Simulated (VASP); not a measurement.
Input:

```yaml
crystal:
  lattice:
    - [4.60882, 0.00000, 0.00000]
    - [-2.30441, 3.99136, 0.00000]
    - [0.00000, 0.00000, 5.58644]
  atoms:
    - { symbol: Ge, position: [0.33333, 0.66667, 0.96624] }
    - { symbol: Ge, position: [0.66667, 0.33333, 0.46624] }
    - { symbol: S, position: [0.33333, 0.66667, 0.40876] }
    - { symbol: S, position: [0.66667, 0.33333, 0.90876] }
```

Method: PBE GGA, VASP's PBE PAW potentials (set 64) (plane waves; VASP). Numerical set-up: 400 eV cut-off, 6×6×5 Γ-centred mesh, tetrahedra with Blöchl corrections, potentials Ge_d S.

The cores are frozen, which limits the accuracy of field gradients.

### Question
Give the principal components of the electric field gradient (V/Å²) and the asymmetry η at each nucleus.

### Answer

```json
[
 {"atom": "Ge1", "Vxx": "24.3", "Vyy": "24.3", "Vzz": "-48.6", "η": "0.00"},
 {"atom": "Ge2", "Vxx": "24.3", "Vyy": "24.3", "Vzz": "-48.6", "η": "0.00"},
 {"atom": "S3", "Vxx": "-5.5", "Vyy": "-5.5", "Vzz": "11.0", "η": "0.00"},
 {"atom": "S4", "Vxx": "-5.5", "Vyy": "-5.5", "Vzz": "11.0", "η": "0.00"}
]
```

The structure was generated: GeS was put into the wurtzite type (P6_3mc), which need not be its known phase. It was relaxed first, which changed the volume by +46 %.
